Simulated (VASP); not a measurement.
These are PBE GGA, VASP's PBE PAW potentials (set 64) (plane waves; VASP) values and carry that method's errors.

A VASP calculation is set up with these files.

**KPOINTS**
```
Automatic mesh
0
Gamma
14 14 14
0 0 0
```

POSCAR:
```
Au
1.0
  0.0000000000   2.0772652832   2.0772652832
  2.0772652832   0.0000000000   2.0772652832
  2.0772652832   2.0772652832   0.0000000000
Au
1
Cart
  0.0000000000   0.0000000000   0.0000000000
```

**INCAR**
```
SYSTEM = Au
PREC = Accurate
ENCUT = 480
EDIFF = 1E-7
NELM = 100
ALGO = Normal
LREAL = .FALSE.
LASPH = .TRUE.
ISMEAR = 1
SIGMA = 0.1
GGA = PE
LMAXMIX = 6
LWAVE = .FALSE.
LCHARG = .FALSE.
ISIF = 3
IBRION = 2
NSW = 40
EDIFFG = -0.01
PSTRESS = 50
```

POTCAR, in this order: Au (PBE.64 set). Program: vasp_std.

Energy and stress use the plane-wave basis of the starting cell. Unless said otherwise, spin-orbit coupling is left out, though it shifts the bands of the heavy elements here.

### Question
Predict the energy per atom (σ→0), volume per atom, band gap (on the k-mesh).

### Answer

```json
{
  "energy per atom (σ→0)": "-309.7 kJ/mol of atoms",
  "band gap (on the k-mesh)": "none (metal, semimetal or under 0.01 eV)",
  "volume_per_atom": "17.37 Å³/atom"
}
```

OSZICAR:
```
...
DAV:   1    -0.351291185184E+01   -0.35411E+00   -0.64446E+00  1897   0.287E+01    0.341E+00
DAV:   2    -0.322336082140E+01    0.28955E+00   -0.93627E-01  1882   0.952E+00    0.168E+00
DAV:   3    -0.320986258524E+01    0.13498E-01   -0.59516E-02  1933   0.226E+00    0.120E+00
DAV:   4    -0.320969834252E+01    0.16424E-03   -0.18063E-03  1988   0.348E-01    0.163E-01
DAV:   5    -0.320973983648E+01   -0.41494E-04   -0.74233E-05  2275   0.584E-02    0.668E-03
DAV:   6    -0.320974448610E+01   -0.46496E-05   -0.18353E-06  2049   0.143E-02    0.859E-04
DAV:   7    -0.320974439405E+01    0.92048E-07   -0.38930E-08  1342   0.158E-03
   3 F= -.26677713E+01 E0= -.26679651E+01  d E =-.921985E-02
```

The compound is Au in the fcc structure. This run relaxes it under an external pressure of 5 GPa. Symmetry was kept, so distortions that lower it aren't found.
